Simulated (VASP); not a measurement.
Calculation: rev-vdW-DF2, VASP's PBE PAW potentials (set 64) (plane waves; VASP).

The input files of a VASP run:

INCAR:
```
SYSTEM = Si
PREC = Accurate
ENCUT = 520
EDIFF = 1E-6
NELM = 100
ALGO = Normal
LREAL = .FALSE.
LASPH = .TRUE.
ISMEAR = 0
SIGMA = 0.05
GGA = MK
PARAM1 = 0.1234568
PARAM2 = 0.7114
ZAB_VDW = -1.8867
LUSE_VDW = .TRUE.
AGGAC = 0.0
LWAVE = .FALSE.
LCHARG = .FALSE.
IBRION = 2
ISIF = 3
NSW = 60
EDIFFG = -0.01
```

File KPOINTS:
```
Automatic mesh
0
Gamma
8 8 8
0 0 0
```

### POSCAR
```
Si
1
    0.0000000000     2.7155000000     2.7155000000
    2.7155000000     0.0000000000     2.7155000000
    2.7155000000     2.7155000000     0.0000000000
Si
2
Direct
  0.0000000000   0.0000000000   0.0000000000
  0.2500000000   0.2500000000   0.2500000000
```

POTCAR, in this order: Si (PBE.64 set). Program: vasp_std.

### Question
Estimate the energy per atom (σ→0), volume per atom.

### Answer

The energy per atom (σ→0) is -4.412 eV/atom and the volume per atom is 20.30 Å³/atom.

File OSZICAR:
```
...
DAV:   6    -0.882281524275E+01   -0.15796E-06   -0.34654E-08   280   0.191E-03
   2 F= -.88228152E+01 E0= -.88228152E+01  d E =-.113901E-02
       N       E                     dE             d eps       ncg     rms          rms(c)
DAV:   1    -0.882430931730E+01   -0.14942E-02   -0.19312E-02   560   0.793E-01    0.127E-01
DAV:   2    -0.882397451541E+01    0.33480E-03   -0.31156E-04   560   0.120E-01    0.773E-02
DAV:   3    -0.882381137963E+01    0.16314E-03   -0.39096E-04   552   0.987E-02    0.216E-02
DAV:   4    -0.882381184439E+01   -0.46477E-06   -0.40509E-06   576   0.179E-02
   3 F= -.88238118E+01 E0= -.88238118E+01  d E =-.213561E-02
```

The compound is Si in the diamond structure. This run relaxes it. Symmetry was kept, so distortions that lower it aren't found.
